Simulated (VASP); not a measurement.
Consider the following.

```xyz
2
Lattice="3.1947 0.0000 0.0000 0.0000 3.1947 0.0000 0.0000 0.0000 3.1947" Properties=species:S:1:pos:R:3 pbc="T T T"
Zn     1.5974     1.5974     1.5974
Au     0.0000     0.0000     0.0000
```

The numbers are results of LDA (Ceperley-Alder, Perdew-Zunger), VASP's LDA PAW potentials (set 64) (plane waves; VASP), not measurements. Settings: EDIFF = 1E-04, 240 eV cut-off, 6×6×6 Γ-centred mesh, Fermi-Dirac smearing of 0.50 eV, potentials Zn Au.

At this cut-off the stress carries a Pulay error, which pulls relaxed volumes low.  Energy and stress use the plane-wave basis of the starting cell.

The ions, cell shape and volume are relaxed. Which structure does the run end with?

```xyz
2
Lattice="3.0858 0.0000 0.0000 0.0000 3.0858 0.0000 0.0000 0.0000 3.0858" Properties=species:S:1:pos:R:3 pbc="T T T"
Zn     1.5429     1.5429     1.5429
Au     0.0000     0.0000     0.0000
```
Space group Pm-3m (221), at a tolerance of 0.03 Å.

How do energy and volume change from the first to the last step?

The energy (σ→0) changes by -108.4 meV/atom and the volume by -9.9 %, in 8 ionic steps.

The structure is a typed AuZn crystal. This run relaxes it. Symmetry was kept, so distortions that lower it aren't found. The k-mesh is coarse (spacing up to 0.34 per Å, 2π included), so the numbers may not be converged in it. The run is one of a series of settings (EDIFF = 1E-04, EDIFFG = -0.01, ENCUT = 240, IBRION = 2, ISIF = 3, ISMEAR = -1, NSW = 50, SIGMA = 0.5, KPOINTS 6×6×6 Γ-centred mesh against the base run), some of them coarse on purpose. The electron count is odd and the run is not spin-polarised, which forces a metal.
